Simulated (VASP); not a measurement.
An input for Ansatz (written as the equivalent of a VASP run, and not itself run):

Ansatz 0.2 input:
```yaml
crystal:
  lattice:
    - [4.4337825, 0.0000000, 0.0000000]
    - [0.0000000, 4.4337825, 0.0000000]
    - [0.0000000, 0.0000000, 4.4337825]
  atoms:
    - { symbol: Ga, position: [0.0000000, 0.5000000, 0.5000000] }
    - { symbol: Ga, position: [0.5000000, 0.0000000, 0.5000000] }
    - { symbol: Ga, position: [0.5000000, 0.5000000, 0.0000000] }
    - { symbol: Bi, position: [0.0000000, 0.0000000, 0.0000000] }
kpoints:
  mp_grid: { grid: [6, 6, 6] }
hamiltonian:
  xc: pbesol
  pseudopotentials: { kind: paw }
scf:
  occupations: { method: methfessel_paxton, width: 0.1 }
  max_iter: 100
relax:
  max_steps: 60
  f_tol: 0.02
  cell: {}
output: { forces: true, stress: true, eigenvalues: true }
```

Question: Translate this input to VASP (INCAR, KPOINTS, POSCAR, choice of POTCAR).

Answer: Several could match; the one computed here: 
INCAR:
```
IBRION=2   ! conjugate gradients
PREC=Accurate
NELM=100
EDIFF=1E-6
SYSTEM=Ga3Bi
LMAXMIX=4
GGA=PS
LWAVE=.FALSE.
ISIF=3
LCHARG=.FALSE.
ALGO=Normal   ! blocked Davidson
NSW=60   ! most ionic steps
EDIFFG=-0.02
LASPH=.TRUE.
SIGMA=0.1   ! width (eV)
LREAL=.FALSE.   ! projection in real space or not
ISMEAR=1   ! Methfessel-Paxton
ENCUT=400   ! plane-wave cut-off (eV)
```

POSCAR:
```
Ga3Bi
1
    4.4337825495     0.0000000000     0.0000000000
    0.0000000000     4.4337825495    -0.0000000000
   -0.0000000000    -0.0000000000     4.4337825495
Ga Bi
3 1
Direct
  0.0000000000   0.5000000000   0.5000000000
  0.5000000000   0.0000000000   0.5000000000
  0.5000000000   0.5000000000   0.0000000000
  0.0000000000   0.0000000000   0.0000000000
```

File KPOINTS:
```
kpoints
0
gamma
6 6 6
0 0 0
```

POTCAR, in this order: Ga_d Bi_d (PBE.64 set). Program: vasp_std.

Limits of the translation: each code has its own PAW files, so the cut-off isn't converted (ENCUT is set for VASP's; basis.ecutwfc is left out, and Ansatz then takes the one that its files recommend); Ansatz stops its SCF on the density residual and VASP on the energy change (EDIFF).

The structure comes from a computed database's Ga3Bi entry (Pm-3m); how it stands against other phases isn't given here. It was relaxed first, which changed the volume by -6 %. The start is the result of an earlier pass.
